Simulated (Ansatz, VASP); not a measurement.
# SnO2 (Cassiterite): VASP beside Ansatz, part 2 of 2

Aim: how closely do two programs agree when they are given the same cell, functional and k mesh? The cell is taken from a series of runs on this material, whose earlier steps may have relaxed, scaled, displaced or heated it; both programs get it as it stands.

VASP 6.6.1 and Ansatz 0.2.0.

So far: Set-up; Ansatz: relaxation of cell and atoms, r2SCAN.

## 3. VASP: relaxation of cell and atoms, r2SCAN

Level of this step: r2SCAN; plane waves and PAW (Sn_d, O) (VASP).

The same cell, functional and mesh now go to VASP, with its own data sets.

Lines of VASP's logs that name or quote its potential files are left out, and so is its time.

The input, INCAR:

```
SYSTEM = SnO2
PREC = Accurate
ENCUT = 660
EDIFF = 1E-07
NELM = 120
ISMEAR = 0
SIGMA = 0.01
LREAL = .FALSE.
ALGO = Normal
METAGGA = R2SCAN
LASPH = .TRUE.
NBANDS = 32
LORBIT = 11
LWAVE = .FALSE.
LCHARG = .FALSE.
ISIF = 3
IBRION = 2
NSW = 80
EDIFFG = -0.005
GGA_COMPAT = .FALSE.
NELMIN = 4
EFERMI = MIDGAP
LMIXTAU = .TRUE.
KPAR = 2
```

The input, POSCAR:

```
SnO2
1.0
    4.7582830000      0.0000000000      0.0000000000
    0.0000000000      4.7582830000      0.0000000000
    0.0000000000      0.0000000000      3.2000340000
Sn O
2 4
Direct
    0.0000000000      0.0000000000      0.0000000000
    0.4999998949      0.4999998949      0.5000000000
    0.3059044618      0.3059044618      0.0000000000
    0.1940954332      0.8059045668      0.5000000000
    0.6940953281      0.6940953281      0.0000000000
    0.8059045668      0.1940954332      0.5000000000
```

The input, KPOINTS:

```
Automatic mesh
0
Gamma
6 6 8
0 0 0
```

Potentials, in the order of the species: Sn_d and O (PBE family, release 64).

Started as:

```
mpirun -np 2 vasp_std
```

Numbers of over 12 decimals in the logs are rounded to 6 here.

Log:

```text
[banner, memory and clock lines left out]
running    2 mpi-ranks, on    1 nodes
 distrk:  each k-point on    1 cores,    2 groups
 distr:  one band on    1 cores,    1 groups

 POSCAR found type information on POSCAR SnO
 POSCAR found :  2 types and       6 ions
|                                                                             |
|               ----> ADVICE to this user running VASP <----                  |
|                                                                             |
|     You enforced a specific xc type in the INCAR file but a different       |
|     [... a line on the potential file left out ...]
|     I HOPE YOU KNOW WHAT YOU ARE DOING!                                     |
|                                                                             |

 LDA part: xc-table for (None), standard interpolation
 POSCAR, INCAR and KPOINTS ok, starting setup
 FFT: planning ... GRIDC
 FFT: planning ... GRID_SOFT
 FFT: planning ... GRID
 WAVECAR not read
 entering main loop
       N       E                     dE             d eps       ncg     rms          rms(c)
DAV:   1     0.662598962910E+03    0.66260E+03   -0.30779E+04  3496   0.298E+03
DAV:   2     0.127444029263E+02   -0.64985E+03   -0.62250E+03  3480   0.769E+02
DAV:   3    -0.972148046781E+02   -0.10996E+03   -0.10798E+03  3608   0.246E+02
DAV:   4    -0.103238614311E+03   -0.60238E+01   -0.59906E+01  3880   0.621E+01
DAV:   5    -0.103413978001E+03   -0.17536E+00   -0.17528E+00  4048   0.111E+01    0.158E+01
DAV:   6    -0.873334282401E+02    0.16081E+02   -0.14717E+01  4968   0.714E+01    0.697E+00
DAV:   7    -0.835522439784E+02    0.37812E+01   -0.26748E+00  4720   0.167E+01    0.326E+00
DAV:   8    -0.894570619289E+02   -0.59048E+01   -0.16093E+00  3992   0.122E+01    0.219E+00
DAV:   9    -0.846071002405E+02    0.48500E+01   -0.65115E-01  3408   0.711E+00    0.514E-01
DAV:  10    -0.846416257062E+02   -0.34525E-01   -0.27882E-01  4008   0.441E+00    0.356E-01
DAV:  11    -0.846508511796E+02   -0.92255E-02   -0.21985E-02  3968   0.146E+00    0.249E-01
DAV:  12    -0.846438912398E+02    0.69599E-02   -0.77145E-03  4960   0.106E+00    0.834E-02
DAV:  13    -0.846194967081E+02    0.24395E-01   -0.86690E-03  3576   0.913E-01    0.527E-02
DAV:  14    -0.846532616351E+02   -0.33765E-01   -0.95424E-03  3640   0.990E-01    0.682E-02
DAV:  15    -0.846533776863E+02   -0.11605E-03   -0.35214E-04  3992   0.202E-01    0.436E-02
DAV:  16    -0.846537028626E+02   -0.32518E-03   -0.88185E-05  3664   0.880E-02    0.297E-02
DAV:  17    -0.846537892088E+02   -0.86346E-04   -0.32770E-05  4152   0.490E-02    0.642E-03
DAV:  18    -0.846538234447E+02   -0.34236E-04   -0.16227E-05  4016   0.542E-02    0.531E-03
DAV:  19    -0.846538212527E+02    0.21920E-05   -0.22030E-06  3720   0.149E-02    0.428E-03
DAV:  20    -0.846538254219E+02   -0.41692E-05   -0.16694E-06  3576   0.134E-02    0.295E-03
DAV:  21    -0.846538253175E+02    0.10439E-06   -0.12800E-07  2752   0.456E-03    0.135E-03
DAV:  22    -0.846538252075E+02    0.11009E-06   -0.10714E-07  2464   0.368E-03    0.234E-04
DAV:  23    -0.846538252430E+02   -0.35559E-07   -0.34607E-08  2080   0.180E-03
   1 F= -.84653825E+02 E0= -.84653825E+02  d E =-.846538E+02
 curvature:   0.00 expect dE= 0.000E+00 dE for cont linesearch  0.000E+00
 trial: gam= 0.00000 g(F)=  0.174E-03 g(S)=  0.598E-02 ort = 0.000E+00 (trialstep = 0.100E+01)
 search vector abs. value=  0.616E-02
 bond charge predicted
       N       E                     dE             d eps       ncg     rms          rms(c)
DAV:   1    -0.847013959932E+02   -0.47571E-01   -0.13245E+00  4040   0.186E+01    0.154E+00
DAV:   2    -0.846617228667E+02    0.39673E-01   -0.11580E-01  4544   0.394E+00    0.562E-01
DAV:   3    -0.846531460751E+02    0.85768E-02   -0.16585E-02  4336   0.277E+00    0.176E-01
DAV:   4    -0.846519927639E+02    0.11533E-02   -0.43552E-03  4432   0.149E+00    0.366E-02
DAV:   5    -0.846524654835E+02   -0.47272E-03   -0.14060E-03  3432   0.361E-01    0.231E-02
DAV:   6    -0.846523782042E+02    0.87279E-04   -0.10630E-04  3800   0.989E-02    0.180E-02
DAV:   7    -0.846524066624E+02   -0.28458E-04   -0.60971E-05  3352   0.856E-02    0.127E-02
DAV:   8    -0.846524067627E+02   -0.10030E-06   -0.31867E-05  4016   0.598E-02    0.837E-03
DAV:   9    -0.846524255344E+02   -0.18772E-04   -0.19070E-05  3328   0.393E-02    0.754E-04
DAV:  10    -0.846524291978E+02   -0.36634E-05   -0.18246E-06  3632   0.124E-02    0.912E-04
DAV:  11    -0.846524293401E+02   -0.14233E-06   -0.57491E-08  2536   0.326E-03    0.298E-04
DAV:  12    -0.846524294239E+02   -0.83781E-07   -0.34911E-08  2320   0.248E-03
   2 F= -.84652429E+02 E0= -.84652429E+02  d E =0.139582E-02
 trial-energy change:    0.001396  1 .order    0.001456   -0.006156    0.009068
 step:   0.4101(harm=  0.4043)  dis= 0.00042  next Energy=   -84.655092 (dE=-0.127E-02)
 bond charge predicted
       N       E                     dE             d eps       ncg     rms          rms(c)
DAV:   1    -0.846723574785E+02   -0.19928E-01   -0.45574E-01  4040   0.107E+01    0.916E-01
DAV:   2    -0.846582561548E+02    0.14101E-01   -0.40279E-02  4528   0.235E+00    0.332E-01
DAV:   3    -0.846552557179E+02    0.30004E-02   -0.57723E-03  4352   0.168E+00    0.104E-01
DAV:   4    -0.846548801896E+02    0.37553E-03   -0.14923E-03  4448   0.888E-01    0.219E-02
DAV:   5    -0.846550702047E+02   -0.19002E-03   -0.46961E-04  3424   0.211E-01    0.132E-02
DAV:   6    -0.846550702266E+02   -0.21872E-07   -0.36943E-05  3840   0.580E-02    0.104E-02
DAV:   7    -0.846550936699E+02   -0.23443E-04   -0.17163E-05  3312   0.451E-02    0.769E-03
DAV:   8    -0.846550886018E+02    0.50681E-05   -0.93025E-06  4104   0.324E-02    0.473E-03
DAV:   9    -0.846550945123E+02   -0.59105E-05   -0.70346E-06  3320   0.238E-02    0.491E-04
DAV:  10    -0.846550958846E+02   -0.13723E-05   -0.61894E-07  3248   0.702E-03    0.529E-04
DAV:  11    -0.846550958108E+02    0.73793E-07   -0.23496E-08  2376   0.203E-03
   3 F= -.84655096E+02 E0= -.84655096E+02  d E =-.127057E-02
 curvature:  -0.20 expect dE=-0.166E-05 dE for cont linesearch -0.771E-06
 trial: gam= 0.00000 g(F)=  0.296E-05 g(S)=  0.523E-05 ort =-0.153E-03 (trialstep = 0.882E+00)
 search vector abs. value=  0.819E-05
 reached required accuracy - stopping structural energy minimisation
```

OUTCAR, selected parts (step 3):

```text
ion  position               nearest neighbor table
   1  0.000  0.000  0.000-   3 2.06   5 2.06   4 2.07   6 2.07   4 2.07   6 2.07   2 3.73   2 3.73
                             2 3.73   2 3.73   2 3.73   2 3.73   2 3.73   2 3.73
   2  0.500  0.500  0.500-   4 2.06   6 2.06   3 2.07   3 2.07   5 2.07   5 2.07   1 3.73   1 3.73
                             1 3.73   1 3.73   1 3.73   1 3.73   1 3.73   1 3.73
   3  0.306  0.306  0.000-   1 2.06   2 2.07   2 2.07
   4  0.194  0.806  0.500-   2 2.06   1 2.07   1 2.07
   5  0.694  0.694  0.000-   1 2.06   2 2.07   2 2.07
   6  0.806  0.194  0.500-   2 2.06   1 2.07   1 2.07

  LATTYP: Found a simple tetragonal cell.
 ALAT       =     4.7582830000
 C/A-ratio  =     0.6725186375

 Subroutine GETGRP returns: Found 16 space group operations
 (whereof  8 operations were pure point group operations)

The static configuration has the point symmetry D_2h.
 The point group associated with its full space group is D_4h.

 Found     50 irreducible k-points:

   k-points           NKPTS =     50   k-points in BZ     NKDIM =     50   number of bands    NBANDS=     32

   dimension x,y,z NGX =    40 NGY =   40 NGZ =   28
   dimension x,y,z NGXF=    80 NGYF=   80 NGZF=   56

   ENCUT  =  660.0 eV  48.51 Ry    6.96 a.u.   9.97  9.97  6.70*2*pi/ulx,y,z

   NELECT =      52.0000    total number of electrons

 k-points in reciprocal lattice and weights: Automatic mesh
   0.00000000  0.00000000  0.00000000       0.003
   0.16666667  0.00000000  0.00000000       0.014
   0.33333333  0.00000000  0.00000000       0.014
   0.50000000  0.00000000  0.00000000       0.007
   0.16666667  0.16666667  0.00000000       0.014
   0.33333333  0.16666667  0.00000000       0.028
   0.50000000  0.16666667  0.00000000       0.014
   0.33333333  0.33333333  0.00000000       0.014
   0.50000000  0.33333333  0.00000000       0.014
[...]
0.50000000  0.33333333  0.50000000       0.014
   0.50000000  0.50000000  0.50000000       0.003

 average (electrostatic) potential at core
       1-105.1956       2-105.1956       3 -71.7432       4 -71.7432       5 -71.7432
       6 -71.7432

 E-fermi :   6.3828

 k-point     1 :       0.0000    0.0000    0.0000
  band No.  band energies     occupation
    ...
     22       4.2875      2.00000
     23       4.2875      2.00000
     24       4.7377      2.00000
     25       4.7377      2.00000
     26       5.5103      2.00000
     27       7.2554      0.00000
     28      12.2824      0.00000
     29      12.5331      0.00000
     30      12.5331      0.00000
     31      16.5964      0.00000
    ...

 k-point     2 :       0.1667    0.0000    0.0000
  band No.  band energies     occupation
    ...
     22       4.2360      2.00000
     23       4.2952      2.00000
     24       4.3143      2.00000
     25       4.7568      2.00000
     26       5.3756      2.00000
     27       7.9165      0.00000
     28      12.0376      0.00000
     29      12.6509      0.00000
     30      12.7851      0.00000
     31      16.8863      0.00000
    ...

 k-point     3 :       0.3333    0.0000    0.0000
  band No.  band energies     occupation
    ...
     22       3.8772      2.00000
     23       4.3155      2.00000
     24       4.3408      2.00000
     25       4.8074      2.00000
     26       5.0830      2.00000
     27       9.1876      0.00000
     28      11.4618      0.00000
     29      12.9928      0.00000
     30      13.1622      0.00000
     31      17.2888      0.00000
    ...

  Total       -0.0179154     -0.0179154     -0.0028358      0.0000000      0.0000000      0.0000000
  in kB       -0.3942795     -0.3942795     -0.0624093      0.0000000      0.0000000      0.0000000
  external PRESSURE =      -0.2836561 kB  Pullay stress =       0.0000000 kB

  energy-cutoff  :      660.00
  volume of cell :       72.80
      direct lattice vectors                 reciprocal lattice vectors
     4.764589272  0.000000000  0.000000000     0.209881680 -0.000000000  0.000000000
     0.000000000  4.764589272  0.000000000     0.000000000  0.209881680  0.000000000
     0.000000000  0.000000000  3.206879789     0.000000000  0.000000000  0.311829587

 POSITION                                       TOTAL-FORCE (eV/Angst)
 -----------------------------------------------------------------------------------
      0.00000      0.00000      0.00000         0.000000      0.000000      0.000000
      2.38229      2.38229      1.60344         0.000000      0.000000      0.000000
      1.45709      1.45709      0.00000         0.002771      0.002771      0.000000
      0.92521      3.83938      1.60344        -0.002771      0.002771      0.000000
      3.30750      3.30750      0.00000        -0.002771     -0.002771      0.000000
      3.83938      0.92521      1.60344         0.002771     -0.002771      0.000000
 -----------------------------------------------------------------------------------
    total drift:                                0.001087      0.001087      0.000000

  FREE ENERGIE OF THE ION-ELECTRON SYSTEM (eV)
  ---------------------------------------------------
  free  energy   TOTEN  =       -84.6550958108 eV

  energy  without entropy=      -84.6550958108  energy(sigma->0) =      -84.65509581

 reached required accuracy - stopping structural energy minimisation

 total charge
# of ion       s       p       d       tot
------------------------------------------
    1        0.832   1.098  10.376  12.305
    2        0.832   1.098  10.376  12.305
    3        1.558   3.539   0.000   5.098
    4        1.558   3.539   0.000   5.098
    5        1.558   3.539   0.000   5.098
    6        1.558   3.539   0.000   5.098
--------------------------------------------------
tot          7.897  16.352  20.751  45.001

[... 3 further parts left out ...]
```

## 4. Side by side

Known differences besides the potentials themselves: VASP keeps PBE cores, Ansatz makes them for the functional; fixed occupations in Ansatz, narrow Gaussian smearing in VASP; the cutoff is 600 eV in Ansatz and 660 eV in VASP; Ansatz adds a Pulay correction to the stress that steers its cell, VASP none. Total energies have different zeros and are not compared.

The two programs side by side:

| quantity | Ansatz | VASP | difference |
| --- | --- | --- | --- |
| volume (Å³) | 72.45 | 72.80 | -0.48 % |
| edge a after relaxation, in the typed setting (Å) | 4.758 | 4.765 | -0.13 % |
| edge c after relaxation, in the typed setting (Å) | 3.200 | 3.207 | -0.22 % |

## 5. What came out

| Quantity | Value |
| --- | --- |
| difference in volume (relaxation of cell and atoms, r2SCAN) | -0.48 % |

The difference in volume is -0.48 % (relaxation of cell and atoms, r2SCAN), within the 1.2 % picked in this series as the mark of a large difference, as far as the stopping tolerances let one tell. How closely two codes agree says nothing of how well the functional describes the real material.

[Lines on the potential files, build, host, timing and source positions are cut from VASP's logs without a mark.]

[Logs are printed without paths, hosts, clocks, repeated set-up lines and the standing remarks that a program may print on its own settings, such as how far it seeks lower states.]

[Hosts, paths, dates, database ids (printed as entryN), source tags and the programs' standing remarks are cut or masked in the printed files.]
